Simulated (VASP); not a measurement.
Given:

```
Rh
1.0
    0.00000     1.90000     1.90000
    1.90000     0.00000     1.90000
    1.90000     1.90000     0.00000
Rh
1
Direct
  0.00000   0.00000   0.00000
```

Calculation: RPBE GGA, VASP's PBE PAW potentials (set 64) (plane waves; VASP). Numerical set-up: 520 eV cut-off, 15×15×15 Γ-centred mesh, first-order Methfessel-Paxton smearing of 0.10 eV, potentials Rh_pv.

Energy and stress use the plane-wave basis of the starting cell.

Task: The ions, cell shape and volume are relaxed. Give the cell that the relaxation ends in.

Result: 
```
Rh
1.0
    0.00000     1.92704     1.92704
    1.92704     0.00000     1.92704
    1.92704     1.92704     0.00000
Rh
1
Direct
  0.00000   0.00000   0.00000
```
Space group Fm-3m (225), at a tolerance of 0.03 Å.

Task: How do energy and volume change from the first to the last step?

Result: The energy (σ→0) changes by -19.8 meV/atom and the volume by +4.3 %, in 4 ionic steps.

The compound is Rh in the fcc structure. This run relaxes it. Symmetry was kept, so distortions that lower it aren't found.
